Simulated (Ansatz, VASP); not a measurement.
# Two plane-wave programs on Ti2TeSe

File INCAR:

```
PREC     = Accurate       # precision mode
ENCUT    = 520            # plane-wave cutoff, eV
EDIFF    = 1E-6           # SCF threshold, eV
ISMEAR   = 0              # smearing method
SIGMA    = 0.1            # smearing width, eV
LREAL    = F              # projectors in reciprocal space
LASPH    = T              # aspherical terms in the spheres
NELM     = 100            # most SCF steps
ALGO     = Normal         # electronic algorithm
ISIF     = 2              # what is computed and relaxed
LWAVE    = F              # write WAVECAR
LCHARG   = F              # write CHGCAR
GGA      = PS             # functional
NBANDS   = 26             # bands
```

The input KPOINTS:

```
Automatic mesh
0
Gamma
  6 6 4
```

Contents of POSCAR:

```
Ti2TeSe
1.0
    3.7638347297      0.0000000000      0.0000000000
   -1.8819173648      3.2595764916      0.0000000000
    0.0000000000      0.0000000000      6.1674221453
Ti Te Se
2 1 1
Direct
    0.3333333333      0.6666666667      0.2500000000
    0.6666666667      0.3333333333      0.7500000000
    0.0000000000      0.0000000000      0.0000000000
    0.0000000000      0.0000000000      0.5000000000
```

Input for Ansatz:

```yaml
crystal:
  lattice:
    - [3.7638347297, 0.0, 0.0]
    - [-1.8819173648, 3.2595764916, 0.0]
    - [0.0, 0.0, 6.1674221453]
  atoms:
    - { symbol: Ti, position: [0.3333333333, 0.6666666667, 0.25] }
    - { symbol: Ti, position: [0.6666666667, 0.3333333333, 0.75] }
    - { symbol: Te, position: [0.0, 0.0, 0.0] }
    - { symbol: Se, position: [0.0, 0.0, 0.5] }
basis:
  ecutwfc: 420
kpoints:
  mp_grid: { grid: [6, 6, 4] }
hamiltonian:
  xc: pbesol
scf:
  occupations: { method: gaussian, width: 0.1 }
output:
  forces: true
  stress: true
  eigenvalues: true
```

The cell comes from a database or a generator and needn't be the stable form of this composition.

Alike in both runs: task single point; functional PBEsol; k mesh 6 × 6 × 4; occupations gaussian, width 0.1 eV; no spin polarisation.

|  | VASP | Ansatz |
| --- | --- | --- |
| version | VASP 6.6.1 | Ansatz 0.2.0 |
| potentials or method | VASP PAW PBE potentials, release 64 (Ti_sv, Te, Se) | scalar-relativistic, plane waves, PAW |
| plane-wave cutoff (eV) | 520 | 420 |
| valence electrons in the cell | 36 | 56 |

```csv
,VASP,Ansatz,Ansatz less VASP
gap on the k mesh at the Fermi level (eV),none,none,-
pressure (GPa),5.1,4.9,-0.18
largest component of the traceless stress (GPa),12.81,12.81,+0.007
rms of the force components (eV/Å),0.561,0.558,-0.0025
```

Atom by atom the forces differ by 0.003 eV/Å (rms over components). A gap of «none» marks a metal or a gap that the smearing closes. The functional is the same, so the differences come from potentials, cutoffs and numerics. The two sets of potentials don't hold the same shells in valence.

Caveats: the PAW data sets were made with another functional, which shifts forces and pressure a little (VASP). The runs have no spin-orbit coupling, so splittings on Te are missing.
